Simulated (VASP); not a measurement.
Input of a VASP 6.6.1 run:

INCAR

```
PREC = Accurate ; ENCUT = 600
EDIFF = 1E-6 ; ISMEAR = -1
SIGMA = 0.02 ; LREAL = False
LASPH = True ; NELM = 100
ALGO = Normal ; ISIF = 3
LWAVE = False ; LCHARG = False
GGA = PE ; IBRION = 2
NSW = 80 ; EDIFFG = -0.005
```

KPOINTS

```
Automatic mesh
0
Gamma
  8 8 8
```

File POSCAR:

```
Ga2PN
1.0
    1.5416190015      0.8900541455      5.0349065754
   -1.5416190015      0.8900541455      5.0349065754
    0.0000000000     -1.7801082911      5.0349065754
N P Ga
1 1 2
Direct
    1.0000000000      0.0000000000      0.0000000000
    0.5000000000      0.5000000000      0.5000000000
    0.2500000000      0.2500000000      0.2500000000
    0.7500000000      0.7500000000      0.7500000000
```

Potentials or basis: VASP PAW PBE potentials, release 64 (N, P, Ga_d).

The run is started by

```console
$ cat potpaw_PBE.64/N/POTCAR potpaw_PBE.64/P/POTCAR potpaw_PBE.64/Ga_d/POTCAR > POTCAR
$ mpirun -np 1 vasp_std > vasp.out
```

Problem. What does it give for the relaxed volume?

Solution. 13.37 Å³/atom.

Problem. Predict the band gap on the k mesh.

Solution. None (metal or under the smearing width).

Problem. What does it give for the space group after relaxing (to 0.05 Å)?

Solution. R-3m (No. 166).

Final structure:
```
N P Ga
1.0
     1.64186    0.94793    5.72843
    -1.64186    0.94793    5.72843
     0.00000   -1.89586    5.72843
N P Ga
1 1 2
Direct
  0.00000 0.00000 0.00000
  0.50000 0.50000 0.50000
  0.26309 0.26309 0.26309
  0.73691 0.73691 0.73691
```

Caveat: the volume moved by over 15 % at a fixed basis, so the end points are rough.
